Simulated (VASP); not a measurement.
Given:

```xyz
3
Lattice="1.7089 0.9866 6.4565 -1.7089 0.9866 6.4565 0.0000 -1.9732 6.4565" Properties=species:S:1:pos:R:3 pbc="T T T"
Ta     0.0000     0.0000     0.0000
Se     0.0000     0.0000     4.7845
Se     0.0000     0.0000    14.5851
```

All values below come from PBEsol GGA, VASP's PBE PAW potentials (set 64) (plane waves; VASP). Run with 480 eV cut-off, 10×10×10 Γ-centred mesh, first-order Methfessel-Paxton smearing of 0.10 eV, potentials Ta_pv Se.

Unless said otherwise, spin-orbit coupling is left out, though it shifts the bands of the heavy elements here.

Question: Predict the energy per atom (σ→0), band gap (on the k-mesh) with the smallest direct gap where there is one.

Answer: 
```json
{
 "band gap (on the k-mesh)": "none (metal, semimetal or under 0.01 eV)",
 "energy per atom (σ→0)": "-7.557 eV/atom"
}
```

Only differences to runs with the same potentials and settings are physical.

The structure comes from a computed database's TaSe2 entry (R-3m); how it stands against other phases isn't given here. It was relaxed first, which changed the volume by -8 %. The electron count is odd and the run is not spin-polarised, which forces a metal.
